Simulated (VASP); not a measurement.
Given:

```xyz
3
Lattice="1.5629 -2.7070 0.0000 1.5629 2.7070 0.0000 0.0000 0.0000 3.4486" Properties=species:S:1:pos:R:3 pbc="T T T"
Hf     0.0000     0.0000     0.0000
B      1.5629     0.9023     1.7243
B      1.5629    -0.9023     1.7243
```

Level of theory: PBEsol GGA, VASP's PBE PAW potentials (set 64) (plane waves; VASP). Numerical set-up: 520 eV cut-off, Gaussian smearing of 0.050 eV, potentials Hf_pv B.

Question: Give the energies of bands 5 to 11 at the high-symmetry points, in eV from the Fermi level.

Answer: 
| band | Γ | M | K | A | L | H |
|---|---|---|---|---|---|---|
| 5 | -3.22 | -9.16 | -8.43 | -8.60 | -7.64 | -9.34 |
| 6 | -3.11 | -4.32 | -8.02 | -1.34 | -5.20 | -5.65 |
| 7 | -3.11 | -3.60 | -2.77 | -1.34 | -4.94 | -3.32 |
| 8 | -2.86 | -3.10 | -2.77 | 0.10 | -2.77 | -3.32 |
| 9 | 3.93 | 2.04 | 1.60 | 0.10 | 3.95 | 4.43 |
| 10 | 3.93 | 2.61 | 1.60 | 0.84 | 4.14 | 5.32 |
| 11 | 4.65 | 5.58 | 3.29 | 0.84 | 6.22 | 6.99 |

It has no gap at this level: it comes out as a metal or semimetal.

The compound is HfB2 in the AlB2 type structure. It was relaxed first.
